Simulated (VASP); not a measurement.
These are PBEsol GGA, VASP's PBE PAW potentials (set 64) (plane waves; VASP) values and carry that method's errors.

A VASP calculation is set up with these files.

File KPOINTS:
```
Automatic
0
Gamma
  6 6 1
0 0 0
```

**POSCAR**
```
CeO2(111) slab
1
    3.8166739197     0.0000000000     0.0000000000
   -1.9083369598     3.3053364239     0.0000000000
    0.0000000000     0.0000000000    24.3144988530
O Ce
6 3
Direct
  0.6666670000   0.3333330000   0.3416227190
  0.3333330000   0.6666670000   0.4674185936
  0.0000000000   0.0000000000   0.4048912409
  0.0000000000   0.0000000000   0.5951087591
  0.6666670000   0.3333330000   0.5325814064
  0.3333330000   0.6666670000   0.6583772810
  0.3333330000   0.6666670000   0.3726564028
  0.0000000000   0.0000000000   0.5000000000
  0.6666670000   0.3333330000   0.6273435972
```

### INCAR
```
SYSTEM = CeO2(111) slab
PREC = Normal
ENCUT = 450
EDIFF = 1E-6
NELM = 100
ALGO = Normal
LREAL = .FALSE.
LASPH = .TRUE.
ISMEAR = 0
SIGMA = 0.05
GGA = PS
LMAXMIX = 6
LWAVE = .FALSE.
LCHARG = .FALSE.
NELMIN = 4
LDIPOL = .TRUE.
IDIPOL = 3
DIPOL = 0.5 0.5 0.5
LVHAR = .TRUE.
LORBIT = 11
```

POTCAR, in this order: O Ce (PBE.64 set). Program: vasp_std. Read from the step before: WAVECAR.

Output of the run:

### OSZICAR
```
       N       E                     dE             d eps       ncg     rms          rms(c)
DAV:   1    -0.814043729570E+02   -0.81404E+02   -0.41851E-04   940   0.104E-01    0.519E-02
DAV:   2    -0.814043873605E+02   -0.14403E-04   -0.12520E-03   908   0.195E-01    0.793E-02
DAV:   3    -0.814043367733E+02    0.50587E-04   -0.40451E-04   932   0.129E-01    0.850E-03
DAV:   4    -0.814043369544E+02   -0.18107E-06   -0.18344E-05   865   0.228E-02    0.296E-03
DAV:   5    -0.814043369851E+02   -0.30710E-07   -0.23865E-06   588   0.111E-02
   1 F= -.81404337E+02 E0= -.81404337E+02  d E =-.121742E-18
```

**OUTCAR**
```
------------------------ aborting loop because EDIFF is reached ----------------------------------------
  FORCE on cell =-STRESS in cart. coord.  units (eV):
  Direction    XX          YY          ZZ          XY          YZ          ZX
  --------------------------------------------------------------------------------------
  Total       -6.5242005     -6.5241999     -1.1326378     -0.0000000      0.0000000     -0.0000000
  in kB      -34.0778220    -34.0778189     -5.9161009     -0.0000000      0.0000000     -0.0000000
  external PRESSURE =     -24.6905806 kB  Pullay stress =       0.0000000 kB
  volume of cell :      306.74
      direct lattice vectors                 reciprocal lattice vectors
     3.816673920  0.000000000  0.000000000     0.262008236  0.151270532  0.000000000
    -1.908336960  3.305336424  0.000000000     0.000000000  0.302541064  0.000000000
     0.000000000  0.000000000 24.314498853     0.000000000  0.000000000  0.041127724
 POSITION                                       TOTAL-FORCE (eV/Angst)
 -----------------------------------------------------------------------------------
      1.90834      1.10178      8.30639        -0.000000     -0.000000      0.004031
     -0.00000      2.20356     11.36505         0.000000      0.000000     -0.000261
      0.00000      0.00000      9.84473         0.000000      0.000000     -0.000540
      0.00000      0.00000     14.46977         0.000000      0.000000      0.000540
      1.90834      1.10178     12.94945        -0.000000      0.000000      0.000261
     -0.00000      2.20356     16.00811        -0.000000      0.000000     -0.004031
     -0.00000      2.20356      9.06095         0.000000     -0.000000     -0.001251
      0.00000      0.00000     12.15725         0.000000      0.000000      0.000000
      1.90834      1.10178     15.25355         0.000000      0.000000      0.001251
 -----------------------------------------------------------------------------------
    total drift:                                0.000000      0.000000      0.000000
  FREE ENERGIE OF THE ION-ELECTRON SYSTEM (eV)
  ---------------------------------------------------
  free  energy   TOTEN  =       -81.4043369851 eV

  energy  without entropy=      -81.4043369851  energy(sigma->0) =      -81.40433699

 total charge

# of ion       s       p       d       f       tot
--------------------------------------------------
    1        1.582   3.376   0.000   0.000   4.958
    2        1.582   3.434   0.000   0.000   5.015
    3        1.584   3.426   0.000   0.000   5.010
    4        1.584   3.426   0.000   0.000   5.010
    5        1.582   3.434   0.000   0.000   5.015
    6        1.582   3.376   0.000   0.000   4.958
    7        2.003   5.775   0.893   0.971   9.643
    8        2.007   5.796   0.922   0.967   9.692
    9        2.003   5.775   0.893   0.971   9.643
--------------------------------------------------
tot         15.508  37.817   2.708   2.909  58.943
```
(Selected blocks of OUTCAR.)

At this cut-off the stress carries a Pulay error, which pulls relaxed volumes low.

The cell is a thin slab with vacuum, built from CeO2 (fluorite): (111) face. The run is not spin-polarised, so no magnetic state was tried.
